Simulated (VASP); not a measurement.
The input files of a VASP run:

KPOINTS:
```
kpoints
0
G
 4 4 4
```

INCAR:
```
# general
SYSTEM =Zn
PREC   =Accurate
ENCUT  =300
LREAL  =.FALSE.
LASPH  =.TRUE.

# electronic loop
EDIFF  =1E-6
NELM   =100
ALGO   =Normal
LMAXMIX=4

# smearing
ISMEAR =0
SIGMA  =0.2

# functional
GGA    =PE

# ions
ISIF   =2

# output
LWAVE  =.FALSE.
LCHARG =.FALSE.
```

### POSCAR
```
Zn
1
   -1.5579540000     1.5579540000     1.5579540000
    1.5579540000    -1.5579540000     1.5579540000
    1.5579540000     1.5579540000    -1.5579540000
Zn
1
Direct
  0.0000000000   0.0000000000   0.0000000000
```

POTCAR, in this order: Zn (PBE.64 set). Program: vasp_std.

Question: Write an equivalent input for Ansatz.

Answer: One equivalent input (not run):
Ansatz 0.2 input:
```yaml
crystal:
  lattice:
    - [-1.5579540, 1.5579540, 1.5579540]
    - [1.5579540, -1.5579540, 1.5579540]
    - [1.5579540, 1.5579540, -1.5579540]
  atoms:
    - { symbol: Zn, position: [0.0000000, 0.0000000, 0.0000000] }
kpoints:
  mp_grid: { grid: [4, 4, 4] }
hamiltonian:
  xc: pbe
  pseudopotentials: { kind: paw }
scf:
  occupations: { method: gaussian, width: 0.2 }
  max_iter: 100
output: { forces: true, stress: true, eigenvalues: true }
```
Limits of the translation: each code has its own PAW files, so the cut-off isn't converted (ENCUT is set for VASP's; basis.ecutwfc is left out, and Ansatz then takes the one that its files recommend); Ansatz stops its SCF on the density residual and VASP on the energy change (EDIFF).

The structure was generated: Zn was put into an ordered model structure, which need not be its known phase. The cell was not relaxed at this level. The k-mesh is coarse (spacing up to 0.71 per Å, 2π included), so the numbers may not be converged in it. The run is one of a series of settings (KPOINTS 4×4×4 Γ-centred mesh against the base run), some of them coarse on purpose.
